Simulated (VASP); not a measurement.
Write the native input for VASP 6.6.1 that does the following.

| Quantity | Value |
| --- | --- |
| Task | relaxation of cell and atoms |
| Functional | LDA |
| Potentials or basis | VASP PAW LDA potentials, release 64 (Mg, O) |
| Cutoff | 600 eV |
| k mesh | 8 × 8 × 8 |
| Occupations | gaussian, width 0.01 eV |
| Spin | no spin polarisation |
| Dipole correction | no |
| Further INCAR settings | ALGO = Normal; EDIFF = 1e-06; IBRION = 2; EDIFFG = -0.003; NSW = 80; ISIF = 3 |

The structure of MgO2 lies in POSCAR:

```
MgO2
1.0
   -2.1139952023      2.1139952023      2.5706603178
    2.1139952023     -2.1139952023      2.5706603178
    2.1139952023      2.1139952023     -2.5706603178
Mg O
2 4
Direct
    0.2500000000      0.2500000000      0.0000000000
    0.7500000000      0.7500000000      0.0000000000
    0.6206811953      0.1206811953      0.7413623906
    0.3793188047      0.8793188047      0.2586376094
    0.1206811953      0.3793188047      0.5000000000
    0.8793188047      0.6206811953      0.5000000000
```

The cell was built by a generator and needn't be a form met in nature.

The cell isn't the ideal one: cell and atoms relaxed at 0 GPa.

These files were run (other wordings do the same):

INCAR

```
ALGO = Normal
EDIFF = 1E-6
EDIFFG = -0.003
ENCUT = 600
IBRION = 2
ISIF = 3
ISMEAR = 0
LASPH = T
LCHARG = F
LREAL = F
LWAVE = F
NELM = 100
NSW = 80
PREC = Accurate
SIGMA = 0.01
```

KPOINTS

```
k-points
0
Gamma
  8 8 8
```

Potentials or basis: VASP PAW LDA potentials, release 64 (Mg, O).

The run is started by

```console
$ cat potpaw_LDA.64/Mg/POTCAR potpaw_LDA.64/O/POTCAR > POTCAR
$ mpirun -np 1 vasp_std > vasp.out
```

Results of the run:

```
Relaxed volume                         : 8.18 Å³/atom
Relaxed cell                           : a = 4.033 Å, b = 4.033 Å, c = 4.033 Å, α = 115.37°, β = 115.37°, γ = 98.23°
Space group after relaxing (to 0.05 Å) : I4/mcm (No. 140)
Energy gained by relaxing              : 20.5 meV/atom
Ionic steps                            : 12
Pressure after relaxing                : 0.0 GPa
Band gap on the k mesh                 : 2.81 eV, indirect (least direct gap 3.71 eV)
```

It took 3.3 min on 1 thread of Intel(R) Xeon(R) Platinum 8488C (Sapphire Rapids), with other jobs on the host, peak memory 0.2 GiB.
